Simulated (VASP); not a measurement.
Input of a VASP 6.6.1 run:

Contents of INCAR:

```
SYSTEM = Cu
PREC = Accurate
ENCUT = 520
EDIFF = 1E-7
ISMEAR = -1
SIGMA = 0.1
LREAL = .False.
LASPH = .True.
NELM = 100
ALGO = Normal
ISIF = 2
LWAVE = .False.
LCHARG = .False.
GGA = PE
NBANDS = 12
```

Contents of KPOINTS:

```
regular mesh
0
Gamma
  36 36 36
  0 0 0
```

POSCAR

```
Cu
1.0
    0.0000000000      1.8075000000      1.8075000000
    1.8075000000      0.0000000000      1.8075000000
    1.8075000000      1.8075000000      0.0000000000
Cu
1
Direct
    0.0000000000      0.0000000000      0.0000000000
```

Potentials or basis: VASP PAW PBE potentials, release 64 (Cu).

Run with:

```console
$ cat potpaw_PBE.64/Cu/POTCAR > POTCAR
$ mpirun -np 1 vasp_std > vasp.out
```

Predict the pressure.

2.3 GPa.

Estimate the band gap on the k mesh.

none (metal or under the smearing width).
